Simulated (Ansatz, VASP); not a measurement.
# BaTiO3 in two plane-wave programs, part 2 of 2

One calculation is typed for both programs; each brings its own data sets and cutoff. How far apart do they land? The cell is taken from a series of runs on this material, whose earlier steps may have relaxed, scaled, displaced or heated it; both programs get it as it stands.

VASP 6.6.1 and Ansatz 0.2.0.

So far. Step 3 (Ansatz: single point, PBE): The run ends at a pressure of 2.45 GPa, with forces up to 0.34 eV/Å. Step 6 (Ansatz: single point, PBE, spin-orbit coupling): The run ends at a pressure of 2.45 GPa, with forces up to 0.34 eV/Å.

### 7. VASP: single point, PBE, spin-orbit coupling

Level of this step: PBE, spin-orbit coupling, no spin polarisation; plane waves and PAW (Ba_sv, Ti_sv, O_h) (VASP).

The same cell, functional, mesh and smearing now go to VASP, with its own data sets and cutoff.

Input file INCAR:

```
SYSTEM = BaTiO3
PREC = Accurate
ENCUT = 1230
EDIFF = 1E-06
NELM = 100
ISMEAR = 0
SIGMA = 0.01
LREAL = .FALSE.
ALGO = Normal
GGA = PE
LNONCOLLINEAR = .TRUE.
MAGMOM = 0 0 0 0 0 0 0 0 0 0 0 0 0 0 0
NBANDS = 52
GGA_COMPAT = .FALSE.
LASPH = .TRUE.
LSORBIT = .TRUE.
LMAXMIX = 4
LORBIT = 11
LWAVE = .FALSE.
LCHARG = .FALSE.
KPAR = 2
ISIF = 2
```

Input file POSCAR:

```
BaTiO3
1.0
    3.9998000000      0.0000000000      0.0000000000
    0.0000000000      3.9998000000      0.0000000000
    0.0000000000      0.0000000000      4.0180000000
Ba Ti O
1 1 3
Direct
    0.0000000000      0.0000000000      0.0000000000
    0.5000000000      0.5000000000      0.4900000000
    0.5000000000      0.5000000000      0.0190000000
    0.5000000000      0.0000000000      0.5170000000
    0.0000000000      0.5000000000      0.5170000000
```

Input file KPOINTS:

```
Automatic mesh
0
Gamma
4 4 4
0 0 0
```

Potentials, in the order of the species: Ba_sv, Ti_sv and O_h (PBE family, release 64).

On the command line:

```console
$ mpirun -np 2 vasp_ncl
```

Numbers of over 12 decimals in the logs are rounded to 6 here.

Log:

```text
[... set-up lines as in an earlier step ...]
 entering main loop
       N       E                     dE             d eps       ncg     rms          rms(c)
DAV:   1     0.738288169420E+03    0.73829E+03   -0.32564E+04  2496   0.315E+03
DAV:   2     0.116376444874E+03   -0.62191E+03   -0.58843E+03  2556   0.714E+02
DAV:   3    -0.350427910449E+02   -0.15142E+03   -0.13929E+03  3596   0.261E+02
DAV:   4    -0.501901892154E+02   -0.15147E+02   -0.15004E+02  3560   0.793E+01
[...]
DAV:  16    -0.401962215547E+02   -0.30146E-05   -0.15568E-05  3472   0.559E-02    0.142E-02
DAV:  17    -0.401962190639E+02    0.24909E-05   -0.55118E-06  3136   0.324E-02    0.180E-03
DAV:  18    -0.401962190387E+02    0.25136E-07   -0.61490E-07  1888   0.740E-03
   1 F= -.40196219E+02 E0= -.40196219E+02  d E =-.831677-173  mag=     0.0000     0.0000     0.0000
```

Parts of OUTCAR (step 7):

```text
  Total        1.5066300      1.5066300      1.8911846      0.0000000      0.0000000      0.0000000
  in kB       37.5517961     37.5517961     47.1365746      0.0000000      0.0000000      0.0000000
  external PRESSURE =      40.7467223 kB  Pullay stress =       0.0000000 kB

 POSITION                                       TOTAL-FORCE (eV/Angst)
 -----------------------------------------------------------------------------------
      0.00000      0.00000      0.00000         0.000000     -0.000000      0.072882
      1.99990      1.99990      1.96882         0.000000      0.000000     -0.218986
      1.99990      1.99990      0.07634         0.000000     -0.000000      0.322171
      1.99990      0.00000      2.07731         0.000000     -0.000000     -0.088033
      0.00000      1.99990      2.07731         0.000000     -0.000000     -0.088033
 -----------------------------------------------------------------------------------
    total drift:                                0.000000      0.000000     -0.000229

  FREE ENERGIE OF THE ION-ELECTRON SYSTEM (eV)
  ---------------------------------------------------
  free  energy   TOTEN  =       -40.1962190387 eV

  energy  without entropy=      -40.1962190387  energy(sigma->0) =      -40.19621904

 magnetization (x)
# of ion       s       p       d       tot
------------------------------------------
    1        0.000   0.000   0.000   0.000
    2       -0.000   0.000  -0.000  -0.000
    3        0.000   0.000   0.000   0.000
    4        0.000  -0.000   0.000  -0.000
    5        0.000   0.000   0.000   0.000
--------------------------------------------------
tot         -0.000  -0.000  -0.000  -0.000

 magnetization (y)
# of ion       s       p       d       tot
------------------------------------------
    1        0.000   0.000   0.000   0.000
    2        0.000   0.000   0.000   0.000
    3       -0.000   0.000   0.000  -0.000
    4        0.000   0.000   0.000   0.000
    5       -0.000   0.000   0.000  -0.000
--------------------------------------------------
tot         -0.000   0.000   0.000   0.000

 magnetization (z)
# of ion       s       p       d       tot
------------------------------------------
    1        0.000  -0.000   0.000   0.000
    2        0.000   0.000   0.000   0.000
    3        0.000   0.000   0.000   0.000
    4        0.000   0.000   0.000   0.000
    5        0.000   0.000   0.000   0.000
--------------------------------------------------
tot          0.000  -0.000   0.000   0.000

[... 3 further parts left out ...]
[key lines of the parts left out:]
E-fermi :   4.4024
```

The run ends at a pressure of 4.07 GPa, with forces up to 0.32 eV/Å.

### 8. Side by side

What differs besides the data sets and the points named for the pairs above, as far as they apply: spin-orbit coupling enters by fully relativistic files in Ansatz and inside the spheres in VASP; the cutoff is 420 eV in Ansatz and 1230 eV in VASP. Total energies have different zeros and are not compared.

Compared:

```csv
quantity,Ansatz,VASP,difference
pressure (GPa),2.45,4.07,-1.63
pressure without Ansatz's Pulay correction (GPa),1.91,4.07,-2.17
gap on the k mesh (eV),1.826,1.765,+0.061
```

Forces (eV/Å; atoms numbered as in POSCAR):

```csv
atom,"Ansatz x, y, z","VASP x, y, z"
Ba1,"0.000, 0.000, 0.038","0.000, 0.000, 0.073"
Ti2,"0.000, 0.000, -0.232","0.000, 0.000, -0.219"
O3,"0.000, 0.000, 0.341","0.000, 0.000, 0.322"
O4,"0.000, 0.000, -0.073","0.000, 0.000, -0.088"
O5,"0.000, 0.000, -0.073","0.000, 0.000, -0.088"
```

The forces differ by 12 meV/Å r.m.s., which is 11.3 % of the r.m.s. force of 0.11 eV/Å (both taken over all components). A gap on the mesh is an upper bound, since the band edges may lie between its points. Ansatz's pressure holds a Pulay correction of 0.54 GPa; VASP's holds none.

### 9. Summary of results

* r.m.s. force difference (single point, PBE): 16 meV/Å
* difference in pressure (single point, PBE): -1.8 GPa
* difference in gap on the k mesh (single point, PBE): 0.067 eV
* r.m.s. force difference (single point, PBE, spin-orbit coupling): 12 meV/Å
* difference in pressure (single point, PBE, spin-orbit coupling): -1.6 GPa
* difference in gap on the k mesh (single point, PBE, spin-orbit coupling): 0.061 eV

In words: The difference in pressure is -1.8 GPa (single point, PBE), beyond the 1 GPa picked in this series as the mark of a large difference. VASP's data sets differ among the pairs, so a change from pair to pair isn't the functional's or the coupling's alone. By the marks of this series, far apart in the single point, PBE pair: the r.m.s. force difference, 16 meV/Å and the difference in pressure, -1.8 GPa. For single point, PBE, no further run moves any of the tabulated differences by more than a quarter of its size. By the marks of this series, far apart in the single point, PBE, spin-orbit coupling pair: the r.m.s. force difference, 12 meV/Å and the difference in pressure, -1.6 GPa. What causes the difference of the single point, PBE, spin-orbit coupling pair stays open here. How closely two codes agree says nothing of how well the functional describes the real material.

[Lines on the potential files, build, host, timing and source positions are cut from VASP's logs without a mark.]

[Logs are printed without paths, hosts, clocks, repeated set-up lines and the standing remarks that a program may print on its own settings, such as how far it seeks lower states.]

[Hosts, paths, dates, database ids (printed as entryN), source tags and the programs' standing remarks are cut or masked in the printed files.]
